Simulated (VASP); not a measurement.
BeZn2Te3:

```xyz
12
Lattice="-2.3243 2.3173 8.8661 1.9968 -2.0073 8.7174 4.6094 3.9754 -17.5875" Properties=species:S:1:pos:R:3 pbc="T T T"
Be    0.1832    0.1131   -0.0147
Be    1.8719    2.2958    8.6906
Zn   -0.2266    0.3318   11.6691
Zn    2.0577    2.0816    2.7525
Zn    4.3908    3.8786  -11.7870
Zn    2.3207    2.2041   -2.9370
Te    1.9182    0.1949    4.2356
Te    4.3273    2.1806   -4.3128
Te   -0.0415    2.3117    1.4261
Te    2.2856    4.3239   -7.5100
Te   -0.2106    2.2608    7.6083
Te    2.2324    4.2787   -1.2348
```

The cell was built by a generator and needn't be a form met in nature.

- Program: VASP 6.6.1
- Task: relaxation of cell and atoms
- Functional: PBE
- Potentials or basis: VASP PAW PBE potentials, release 64 (Be, Zn, Te)
- Cutoff: 520 eV
- k mesh: 4 × 4 × 4
- Occupations: gaussian, width 0.05 eV
- Spin: no spin polarisation

At the start: pressure 2.0 GPa; volume 27.12 Å³/atom.

How do energy, volume and symmetry change on relaxing?

Over 27 steps the energy falls by 109.5 meV/atom and the volume is 27.23 Å³/atom (+0.4 %); space group I-4m2 (No. 119, to 0.05 Å).

Step by step:
| step | energy change (eV) | largest force (eV/Å) | pressure (GPa) | volume (Å³) |
| --- | --- | --- | --- | --- |
| 1 | 0.0000 | 2.1515 | 1.98 | 325.40 |
| 2 | -0.8560 | 0.7460 | -1.72 | 341.23 |
| 3 | -0.8766 | 0.6892 | -2.09 | 344.14 |
| 4 | -1.1525 | 0.5146 | -0.33 | 328.99 |
| 5 | -1.1811 | 0.4746 | 0.55 | 322.54 |
| 6 | -1.2462 | 0.2922 | 0.27 | 324.11 |
| 7 | -1.2552 | 0.2889 | 0.24 | 324.94 |
| 8 | -1.2754 | 0.2033 | -0.28 | 327.63 |
| 9 | -1.2790 | 0.1921 | -0.36 | 329.14 |
| 10 | -1.2944 | 0.1473 | -0.02 | 326.48 |
| 11 | -1.2969 | 0.1361 | 0.12 | 325.45 |
| 12 | -1.2961 | 0.1610 | 0.29 | 323.40 |
| 13 | -1.2975 | 0.1340 | 0.32 | 324.53 |
| 14 | -1.3053 | 0.1122 | 0.15 | 325.33 |
| 15 | -1.3079 | 0.1390 | 0.05 | 326.08 |
| 16 | -1.3119 | 0.0719 | -0.09 | 326.72 |
| 17 | -1.3124 | 0.0443 | -0.04 | 326.98 |
| 18 | -1.3123 | 0.0442 | -0.20 | 327.10 |
| 19 | -1.3125 | 0.0657 | 0.02 | 325.15 |
| 20 | -1.3131 | 0.0488 | -0.02 | 326.25 |
| 21 | -1.3131 | 0.0535 | -0.01 | 325.88 |
| 22 | -1.3139 | 0.0351 | 0.00 | 325.63 |
| 23 | -1.3139 | 0.0352 | 0.14 | 325.56 |
| 24 | -1.3141 | 0.0375 | 0.11 | 326.09 |
| 25 | -1.3139 | 0.0463 | 0.04 | 326.48 |
| 26 | -1.3140 | 0.0449 | 0.05 | 326.32 |
| 27 | -1.3143 | 0.0292 | 0.02 | 326.71 |

Final structure:
```
CELL_PARAMETERS angstrom
-2.12793 2.12076 9.08236
2.11231 -2.11967 9.08524
4.25502 4.24140 -18.17192
ATOMIC_POSITIONS crystal
Be 0.01024 0.99700 0.00496
Be 0.01077 0.99756 0.50547
Zn 0.67506 0.66008 0.00610
Zn 0.67305 0.65842 0.50522
Zn 0.34440 0.33198 0.00175
Zn 0.34438 0.33296 0.50212
Te 0.26238 0.74542 0.25516
Te 0.26089 0.74535 0.75435
Te 0.58429 0.07021 0.25483
Te 0.58455 0.07157 0.75556
Te 0.93417 0.42317 0.25363
Te 0.93363 0.42317 0.75353
```
